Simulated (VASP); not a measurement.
Data:

```
CELL_PARAMETERS angstrom
      0.00000     2.78630     2.81416
      2.78630     0.00000     2.81416
      2.78630     2.78630     0.00000
ATOMIC_POSITIONS crystal
  Ca 0.00000 0.00000 0.00000
```

Calculation: r2SCAN meta-GGA, VASP's PBE PAW potentials (set 64) (plane waves; VASP 6.6.1). Numerical set-up: 480 eV cut-off, 10×10×10 Γ-centred mesh, first-order Methfessel-Paxton smearing of 0.10 eV, potentials Ca_sv.

**Question.** Predict the energy per atom (σ→0), band gap (on the k-mesh) with the smallest direct gap where there is one.

**Answer.** 
The band gap (on the k-mesh) is none (metal, semimetal or under 0.01 eV) and the energy per atom (σ→0) is -7.034 eV/atom.

The absolute energy has meaning only against runs of the same code, potentials and settings.

The compound is Ca in the fcc structure. This cell was strained or had an atom moved on purpose.
